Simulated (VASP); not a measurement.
## NdH2: structure and properties in VASP

What structure does NdH2 take at this level, and what are its properties? The steps: magnetic order: ferromagnetic, magnetic order: antiferromagnetic, q = (0, 0, 1/2), magnetic order: antiferromagnetic, q = (1/2, 1/2, 0), the orders side by side, full relaxation (PBEsol + U), second relaxation, single point with fields (PBEsol + U), bands along the symmetry lines (PBEsol + U), total and projected DOS (PBEsol + U), volume scan with PBEsol + U and fit for PBEsol + U. The start is a cell from a database of measured crystal structures.

Method: PBEsol, DFT+U (Nd f 5 eV), spin-polarised from a ferromagnetic start (one magnetic atom a cell); plane waves and PAW (Nd, H), in the first sound run; inputs show where later runs differ, in VASP 6.6.1.

### Step 1. The structure

The structure is cubic, space group Fm-3m (No. 225). Conventional cell: a = 5.470 Å, b = 5.470 Å, c = 5.470 Å, α = 90.00°, β = 90.00°, γ = 90.00°. Nd has 8 H at 2.37 Å nearest. H has 4 Nd at 2.37 Å nearest. Farther neighbours are not listed.

Structure file:

```xyz
3
Lattice="0.0000 2.7350 2.7350 2.7350 0.0000 2.7350 2.7350 2.7350 0.0000" Properties=species:S:1:pos:R:3 pbc="T T T"
Nd    0.0000    0.0000    0.0000
H     1.3675    1.3675    1.3675
H     4.1025    4.1025    4.1025
```

### Step 2. Magnetic order: ferromagnetic

The properties of a magnet depend on its order, so a few collinear patterns are compared first on the cell as listed, beginning with all moments parallel. PBEsol restores the gradient expansion of exchange and is tuned for the cells of solids. A Hubbard U penalises fractional filling of the localised shell, which semilocal functionals favour.

The input, INCAR:

```
SYSTEM = NdH2
PREC = Accurate
ENCUT = 440
EDIFF = 1E-06
NELM = 150
ISMEAR = 0
SIGMA = 0.05
LREAL = .FALSE.
ALGO = Normal
GGA = PS
NBANDS = 17
ISPIN = 2
MAGMOM = 3 0 0
LDAU = .TRUE.
LDAUTYPE = 2
LDAUL = 3 -1
LDAUU = 5 0
LDAUJ = 0 0
LDAUPRINT = 1
LASPH = .TRUE.
LMAXMIX = 6
AMIX = 0.2
BMIX = 1E-04
AMIX_MAG = 0.8
BMIX_MAG = 1E-04
LORBIT = 11
LWAVE = .FALSE.
LCHARG = .FALSE.
KPAR = 8
ISIF = 2
```

The input, POSCAR:

```
NdH2
1.0
    0.0000000000      2.7350000000      2.7350000000
    2.7350000000      0.0000000000      2.7350000000
    2.7350000000      2.7350000000      0.0000000000
Nd H
1 2
Direct
    0.0000000000      0.0000000000      0.0000000000
    0.2500000000      0.2500000000      0.2500000000
    0.7500000000      0.7500000000      0.7500000000
```

The input, KPOINTS:

```
Automatic mesh
0
Gamma
7 7 7
0 0 0
```

PAW data sets: Nd and H (PBE family, release 64).

Run with:

```
> mpirun -np 8 vasp_std
```

Output:

```text
[banner, memory and clock lines left out]
running    8 mpi-ranks, on    1 nodes
 distrk:  each k-point on    1 cores,    8 groups
 distr:  one band on    1 cores,    1 groups

 POSCAR found type information on POSCAR NdH
 POSCAR found :  2 types and       3 ions
|                                                                             |
|           W    W    AA    RRRRR   N    N  II  N    N   GGGG   !!!           |
|           W    W   A  A   R    R  NN   N  II  NN   N  G    G  !!!           |
|           W    W  A    A  R    R  N N  N  II  N N  N  G       !!!           |
|           W WW W  AAAAAA  RRRRR   N  N N  II  N  N N  G  GGG   !            |
|           WW  WW  A    A  R   R   N   NN  II  N   NN  G    G                |
|           W    W  A    A  R    R  N    N  II  N    N   GGGG   !!!           |
|                                                                             |
|     For optimal performance we recommend to set                             |
|       NCORE = 2 up to number-of-cores-per-socket                            |
|     NCORE specifies how many cores store one orbital (NPAR=cpu/NCORE).      |
|     This setting can greatly improve the performance of VASP for DFT.       |
|     The default, NCORE=1 might be grossly inefficient on modern             |
|     multi-core architectures or massively parallel machines. Do your        |
|     Unfortunately you need to use the default for GW and RPA                |
|     calculations (for HF NCORE is supported but not extensively tested      |
|     yet).                                                                   |
|                                                                             |

|                                                                             |
|               ----> ADVICE to this user running VASP <----                  |
|                                                                             |
|     You enforced a specific xc type in the INCAR file but a different       |
|     [... a line on the potential file left out ...]
|     I HOPE YOU KNOW WHAT YOU ARE DOING!                                     |
|                                                                             |

 LDA part: xc-table for (Slater+PW92), standard interpolation
 POSCAR, INCAR and KPOINTS ok, starting setup
 FFT: planning ... GRIDC
 FFT: planning ... GRID_SOFT
 FFT: planning ... GRID
 WAVECAR not read
 entering main loop
       N       E                     dE             d eps       ncg     rms          rms(c)
DAV:   1     0.998472691178E+02    0.99847E+02   -0.55086E+03  1640   0.185E+03
DAV:   2    -0.286583040995E+01   -0.10271E+03   -0.92160E+02  2123   0.270E+02
DAV:   3    -0.133144764915E+02   -0.10449E+02   -0.10076E+02  2161   0.124E+02
DAV:   4    -0.137115733083E+02   -0.39710E+00   -0.38667E+00  2531   0.165E+01
DAV:   5    -0.137327258780E+02   -0.21153E-01   -0.21071E-01  1955   0.291E+00    0.423E+01
DAV:   6    -0.133507796115E+02    0.38195E+00   -0.38130E+01  2099   0.970E+01    0.684E+01
DAV:   7    -0.127751368392E+02    0.57564E+00   -0.40419E+00  2090   0.512E+01    0.414E+01
DAV:   8    -0.134194538409E+02   -0.64432E+00   -0.73423E+00  2050   0.403E+01    0.173E+01
DAV:   9    -0.141323167369E+02   -0.71286E+00   -0.89615E-01  2468   0.117E+01    0.129E+01
DAV:  10    -0.146525096381E+02   -0.52019E+00   -0.10314E-01  2162   0.315E+00    0.525E+00
DAV:  11    -0.146874166405E+02   -0.34907E-01   -0.62155E-02  2248   0.369E+00    0.391E+00
DAV:  12    -0.146276114166E+02    0.59805E-01   -0.69368E-02  2236   0.465E+00    0.293E+00
DAV:  13    -0.145721708365E+02    0.55441E-01   -0.13276E-01  2122   0.720E+00    0.209E+00
DAV:  14    -0.145633215118E+02    0.88493E-02   -0.21177E-02  2587   0.202E+00    0.150E+00
DAV:  15    -0.145603181053E+02    0.30034E-02   -0.63050E-03  2140   0.157E+00    0.971E-01
DAV:  16    -0.145551309137E+02    0.51872E-02   -0.21328E-02  2063   0.294E+00    0.376E-01
DAV:  17    -0.145544880176E+02    0.64290E-03   -0.47513E-03  2560   0.103E+00    0.265E-01
DAV:  18    -0.145545900323E+02   -0.10201E-03   -0.84397E-04  2136   0.507E-01    0.869E-02
DAV:  19    -0.145547121433E+02   -0.12211E-03   -0.96669E-04  2093   0.661E-01    0.225E-01
DAV:  20    -0.145546593448E+02    0.52798E-04   -0.14589E-04  2029   0.238E-01    0.758E-02
DAV:  21    -0.145546472324E+02    0.12112E-04   -0.14981E-05  2436   0.578E-02    0.645E-02
DAV:  22    -0.145546504018E+02   -0.31694E-05   -0.11150E-04  2045   0.217E-01    0.743E-03
DAV:  23    -0.145546510805E+02   -0.67874E-06   -0.56226E-06  1891   0.136E-02
   1 F= -.14554651E+02 E0= -.14553627E+02  d E =-.204766E-02  mag=     3.1907
```

Elapsed: 17 s, on 8 MPI ranks of AMD EPYC 7R43, shared host; peak memory 1.4 GiB; 2.1 min of CPU time.

The logs omit lines about the potential files and the build; timing stands in the text.

From OUTCAR (step 2):

```text
ion  position               nearest neighbor table
   1  0.000  0.000  0.000-
   2  0.250  0.250  0.250-
   3  0.750  0.750  0.750-

  LATTYP: Found a face centered cubic cell.
 ALAT       =     5.4700000000

 Subroutine GETGRP returns: Found 48 space group operations
 (whereof 48 operations were pure point group operations)

The static configuration has the point symmetry O_h .

 Found     20 irreducible k-points:

   k-points           NKPTS =     20   k-points in BZ     NKDIM =     20   number of bands    NBANDS=     17

   dimension x,y,z NGX =    28 NGY =   28 NGZ =   28
   dimension x,y,z NGXF=    56 NGYF=   56 NGZF=   56

   ENCUT  =  440.0 eV  32.34 Ry    5.69 a.u.   6.62  6.62  6.62*2*pi/ulx,y,z

   NELECT =      16.0000    total number of electrons

 k-points in reciprocal lattice and weights: Automatic mesh
   0.00000000  0.00000000  0.00000000       0.003
   0.14285714  0.00000000  0.00000000       0.023
   0.28571429  0.00000000  0.00000000       0.023
   0.42857143  0.00000000  0.00000000       0.023
   0.14285714  0.14285714  0.00000000       0.017
   0.28571429  0.14285714  0.00000000       0.070
   0.42857143  0.14285714  0.00000000       0.070
  -0.42857143  0.14285714  0.00000000       0.070
  -0.28571429  0.14285714  0.00000000       0.070
[...]
-0.42857143  0.42857143  0.14285714       0.070
  -0.28571429  0.42857143  0.14285714       0.070

atom =   1  type =  1  l = 3

 onsite density matrix

spin component  1

  0.3757  0.0000 -0.4629  0.0000 -0.0000 -0.0000  0.0000
  0.0000  0.0184 -0.0000  0.0000  0.0000  0.0000 -0.0000
 -0.4629 -0.0000  0.6147 -0.0000  0.0000 -0.0000  0.0000
  0.0000  0.0000 -0.0000  0.0171  0.0000  0.0000  0.0000
 -0.0000  0.0000  0.0000  0.0000  0.6147 -0.0000  0.4629
 -0.0000  0.0000 -0.0000  0.0000 -0.0000  0.9733  0.0000
  0.0000 -0.0000  0.0000  0.0000  0.4629  0.0000  0.3757

spin component  2

  0.0032  0.0000  0.0024 -0.0000 -0.0000  0.0000  0.0000
  0.0000  0.0140 -0.0000  0.0000  0.0000  0.0000 -0.0000
  0.0024 -0.0000  0.0020 -0.0000 -0.0000  0.0000  0.0000
 -0.0000  0.0000 -0.0000  0.0050  0.0000 -0.0000  0.0000
 -0.0000  0.0000 -0.0000  0.0000  0.0020  0.0000 -0.0024
  0.0000  0.0000  0.0000 -0.0000  0.0000  0.0001  0.0000
  0.0000 -0.0000  0.0000  0.0000 -0.0024  0.0000  0.0032

 occupancies and eigenvectors

  o =  0.0001  v =  0.0000  0.0000  0.0000  0.0000  0.0000  0.0000  0.0000 -0.0008 -0.0000  0.0011  0.0000  0.7906 -0.0017  0.6124      0.0000  0.0000  0.0000  0.0000  0.0000  0.0000  0.0000  0.0000  0.0000  0.0000  0.0000  0.0000  0.0000  0.0000
  o =  0.0001  v =  0.0000  0.0000  0.0000  0.0000  0.0000  0.0000  0.0000  0.6124  0.0000 -0.7906 -0.0000  0.0011  0.0005  0.0008      0.0000  0.0000  0.0000  0.0000  0.0000  0.0000  0.0000  0.0000  0.0000  0.0000  0.0000  0.0000  0.0000  0.0000
  o =  0.0001  v =  0.0000  0.0000  0.0000  0.0000  0.0000  0.0000  0.0000 -0.0003  0.0000  0.0004  0.0000  0.0014  1.0000  0.0011      0.0000  0.0000  0.0000  0.0000  0.0000  0.0000  0.0000  0.0000  0.0000  0.0000  0.0000  0.0000  0.0000  0.0000
  o =  0.0050  v =  0.0000  0.0000  0.0000  0.0000  0.0000  0.0000  0.0000  0.7834 -0.0000  0.6068  0.0001  0.0823  0.0000 -0.1063      0.0000  0.0000  0.0000  0.0000  0.0000  0.0000  0.0000  0.0000  0.0000  0.0000  0.0000  0.0000  0.0000  0.0000
  o =  0.0050  v =  0.0000  0.0000  0.0000  0.0000  0.0000  0.0000  0.0000 -0.1063 -0.0000 -0.0823  0.0002  0.6068 -0.0000 -0.7834      0.0000  0.0000  0.0000  0.0000  0.0000  0.0000  0.0000  0.0000  0.0000  0.0000  0.0000  0.0000  0.0000  0.0000
  o =  0.0050  v =  0.0000  0.0000  0.0000  0.0000  0.0000  0.0000  0.0000 -0.0000 -0.0000 -0.0000  1.0000 -0.0001 -0.0000  0.0002      0.0000  0.0000  0.0000  0.0000  0.0000  0.0000  0.0000  0.0000  0.0000  0.0000  0.0000  0.0000  0.0000  0.0000
  o =  0.0140  v =  0.0000  0.0000  0.0000  0.0000  0.0000  0.0000  0.0000  0.0000  1.0000  0.0000 -0.0000  0.0000 -0.0000 -0.0000      0.0000  0.0000  0.0000  0.0000  0.0000  0.0000  0.0000  0.0000  0.0000  0.0000  0.0000  0.0000  0.0000  0.0000
  o =  0.0171  v =  0.7906 -0.0000  0.6124  0.0000  0.0003 -0.0000 -0.0004  0.0000  0.0000  0.0000  0.0000  0.0000  0.0000  0.0000      0.0000  0.0000  0.0000  0.0000  0.0000  0.0000  0.0000  0.0000  0.0000  0.0000  0.0000  0.0000  0.0000  0.0000
  o =  0.0171  v = -0.0004 -0.0000 -0.0003  0.0017  0.6124  0.0000 -0.7906  0.0000  0.0000  0.0000  0.0000  0.0000  0.0000  0.0000      0.0000  0.0000  0.0000  0.0000  0.0000  0.0000  0.0000  0.0000  0.0000  0.0000  0.0000  0.0000  0.0000  0.0000
  o =  0.0171  v =  0.0000  0.0000  0.0000 -1.0000  0.0010  0.0000 -0.0013  0.0000  0.0000  0.0000  0.0000  0.0000  0.0000  0.0000      0.0000  0.0000  0.0000  0.0000  0.0000  0.0000  0.0000  0.0000  0.0000  0.0000  0.0000  0.0000  0.0000  0.0000
  o =  0.0184  v = -0.0000 -1.0000 -0.0000 -0.0000 -0.0000  0.0000  0.0000  0.0000  0.0000  0.0000  0.0000  0.0000  0.0000  0.0000      0.0000  0.0000  0.0000  0.0000  0.0000  0.0000  0.0000  0.0000  0.0000  0.0000  0.0000  0.0000  0.0000  0.0000
  o =  0.9733  v =  0.0000  0.0000  0.0000 -0.0000  0.7886 -0.0706  0.6108  0.0000  0.0000  0.0000  0.0000  0.0000  0.0000  0.0000      0.0000  0.0000  0.0000  0.0000  0.0000  0.0000  0.0000  0.0000  0.0000  0.0000  0.0000  0.0000  0.0000  0.0000
  o =  0.9733  v =  0.6124 -0.0000 -0.7906  0.0000 -0.0000 -0.0000 -0.0000  0.0000  0.0000  0.0000  0.0000  0.0000  0.0000  0.0000      0.0000  0.0000  0.0000  0.0000  0.0000  0.0000  0.0000  0.0000  0.0000  0.0000  0.0000  0.0000  0.0000  0.0000
  o =  0.9733  v = -0.0000 -0.0000 -0.0000 -0.0000 -0.0559 -0.9975 -0.0433  0.0000  0.0000  0.0000  0.0000  0.0000  0.0000  0.0000      0.0000  0.0000  0.0000  0.0000  0.0000  0.0000  0.0000  0.0000  0.0000  0.0000  0.0000  0.0000  0.0000  0.0000

 average (electrostatic) potential at core
       1 -58.7283       2 -31.6715       3 -31.6715

 E-fermi :   3.9723

 spin component 1
 k-point     1 :       0.0000    0.0000    0.0000
  band No.  band energies     occupation
    ...
      5      -3.0213      1.00000
      6      -0.2183      1.00000
      7      -0.2182      1.00000
      8      -0.2181      1.00000
      9       2.0412      1.00000
     10       4.8168      0.00000
     11       4.8168      0.00000
     12       4.8172      0.00000
     13       4.8555      0.00000
     14       4.8555      0.00000
    ...

 k-point     2 :       0.1429    0.0000    0.0000
  band No.  band energies     occupation
    ...
      5      -2.5948      1.00000
      6      -0.2463      1.00000
      7      -0.2462      1.00000
      8      -0.2173      1.00000
      9       1.3275      1.00000
     10       4.7607      0.00000
     11       4.8149      0.00000
     12       4.8152      0.00000
     13       5.0988      0.00000
     14       5.0988      0.00000
    ...

 k-point     3 :       0.2857    0.0000    0.0000
  band No.  band energies     occupation
    ...
      5      -1.7533      1.00000
      6      -0.3010      1.00000
      7      -0.3009      1.00000
      8      -0.2152      1.00000
      9       0.6714      1.00000
     10       4.6599      0.00000
     11       4.8299      0.00000
     12       4.8302      0.00000
     13       5.2858      0.00000
     14       5.2858      0.00000
    ...

 k-point     4 :       0.4286    0.0000    0.0000
  band No.  band energies     occupation
    ...
      5      -1.4872      1.00000
      6      -0.3387      1.00000
      7      -0.3386      1.00000
      8      -0.2134      1.00000
      9       1.0234      1.00000
     10       4.6168      0.00000
     11       4.8814      0.00000
     12       4.8815      0.00000
     13       5.0712      0.00000
     14       5.0713      0.00000
    ...

 k-point     5 :       0.1429    0.1429    0.0000
  band No.  band energies     occupation
    ...
      5      -2.4352      1.00000
      6      -0.2438      1.00000
      7      -0.2424      1.00000
      8      -0.2424      1.00000
      9       1.0930      1.00000
     10       4.6831      0.00000
     11       4.8401      0.00000
     12       4.8401      0.00000
     13       5.1817      0.00000
     14       5.2929      0.00000
    ...

 k-point     6 :       0.2857    0.1429    0.0000
  band No.  band energies     occupation
    ...
      5      -1.6361      1.00000
      6      -0.2960      1.00000
      7      -0.2800      1.00000
      8      -0.2414      1.00000
      9       0.4158      1.00000
     10       4.3857      0.00000
     11       4.8828      0.00000
     12       4.8831      0.00000
     13       5.2911      0.00000
     14       5.4266      0.00000
    ...

  Total       -0.7734313     -0.7734313     -0.7734313      0.0000000     -0.0000000      0.0000000
  in kB      -30.2851921    -30.2851921    -30.2851921      0.0000000     -0.0000000      0.0000000
  external PRESSURE =     -30.2851921 kB  Pullay stress =       0.0000000 kB

  energy-cutoff  :      440.00
  volume of cell :       40.92
      direct lattice vectors                 reciprocal lattice vectors
     0.000000000  2.735000000  2.735000000    -0.182815356  0.182815356  0.182815356
     2.735000000  0.000000000  2.735000000     0.182815356 -0.182815356  0.182815356
     2.735000000  2.735000000  0.000000000     0.182815356  0.182815356 -0.182815356

 POSITION                                       TOTAL-FORCE (eV/Angst)
 -----------------------------------------------------------------------------------
      0.00000      0.00000      0.00000         0.000000     -0.000000      0.000000
      1.36750      1.36750      1.36750         0.000000      0.000000     -0.000000
      4.10250      4.10250      4.10250        -0.000000     -0.000000      0.000000
 -----------------------------------------------------------------------------------
    total drift:                               -0.000000     -0.000000      0.000000

  FREE ENERGIE OF THE ION-ELECTRON SYSTEM (eV)
  ---------------------------------------------------
  free  energy   TOTEN  =       -14.5546510805 eV

  energy  without entropy=      -14.5526034234  energy(sigma->0) =      -14.55362725

 total charge
# of ion       s       p       d       f       tot
--------------------------------------------------
    1        1.970   5.368   0.555   3.016  10.909
    2        0.535   0.005   0.000   0.000   0.540
    3        0.535   0.005   0.000   0.000   0.540
--------------------------------------------------
tot          3.041   5.377   0.555   3.016  11.989

 magnetization (x)
# of ion       s       p       d       f       tot
--------------------------------------------------
    1       -0.011  -0.111   0.060   2.958   2.896
    2       -0.011   0.001   0.000   0.000  -0.010
    3       -0.011   0.001   0.000   0.000  -0.010
--------------------------------------------------
tot         -0.032  -0.110   0.060   2.958   2.876

[... 6 further parts left out ...]
```

The k-mesh is coarse for a metal. DFT+U on an f shell has many metastable occupations, and no search among them was made. The PAW data sets were made with PBE, which is usual practice but a small mismatch for other functionals. At this level the cell is under a tension of 3.0 GPa, so at these settings it is away from equilibrium.

This step gave:

```yaml
scf_cycles: 23
electrons: 16
bands: 17
irreducible_k_points: 20
symmetry_operations: 48
free_energy_toten: -14.55 eV
energy_at_zero_smearing: -14.55 eV
fermi_energy: 3.972 eV
pressure: -3.029 GPa
moment_of_the_cell_from_the_last_line_of_the_log: 3.191 μB
metallic: yes
```

Spin moment in the PAW sphere by atom:

```
atom  spin moment in the PAW sphere (μB)
 Nd1                                2.90
  H2                               -0.01
  H3                               -0.01
```

The run ends ferromagnetic with a largest moment of 2.90 μB, and the mesh shows no gap.

(Continued in part 2 of 10.)

[Lines on the potential files, build, host, timing and source positions are cut from VASP's logs without a mark.]

[Logs are printed without paths, hosts, clocks, repeated set-up lines and the standing remarks that a program may print on its own settings, such as how far it seeks lower states.]

[Hosts, paths, dates, database ids (printed as entryN), source tags and the programs' standing remarks are cut or masked in the printed files.]

[A measured line is paired with the nearest computed mode of its activity, which favours agreement.]
